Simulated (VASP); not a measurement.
Data:

```xyz
4
Lattice="3.8363 0.0000 0.0000 0.0000 3.8363 0.0000 0.0000 0.0000 3.8363" Properties=species:S:1:pos:R:3 pbc="T T T"
Sc     0.0000     0.0000     0.0000
Al     0.0000     1.9181     1.9181
Al     1.9181     0.0000     1.9181
Al     1.9181     1.9181     0.0000
```

Level of theory: LDA (Ceperley-Alder, Perdew-Zunger), VASP's LDA PAW potentials (set 64) (plane waves; VASP). Settings: 500 eV cut-off, 8×8×8 Γ-centred mesh, first-order Methfessel-Paxton smearing of 0.10 eV, potentials Sc_sv Al.

Energy and stress use the plane-wave basis of the starting cell.

Question: The ions, cell shape and volume at an external pressure of 30.0 GPa are relaxed. What does this cell relax into?

Answer: 
```xyz
4
Lattice="3.7687 0.0000 0.0000 0.0000 3.7687 0.0000 0.0000 0.0000 3.7687" Properties=species:S:1:pos:R:3 pbc="T T T"
Sc     0.0000     0.0000     0.0000
Al     0.0000     1.8843     1.8843
Al     1.8843     0.0000     1.8843
Al     1.8843     1.8843     0.0000
```
Space group Pm-3m (221), at a tolerance of 0.03 Å.

Question: How do energy and volume change from the first to the last step?

Answer: The energy (σ→0) changes by +112.6 meV/atom and the volume by -5.2 %, in 3 ionic steps.

The compound is Al3Sc in the L1_2 structure. This run relaxes it under an external pressure of 30 GPa. Symmetry was kept, so distortions that lower it aren't found.
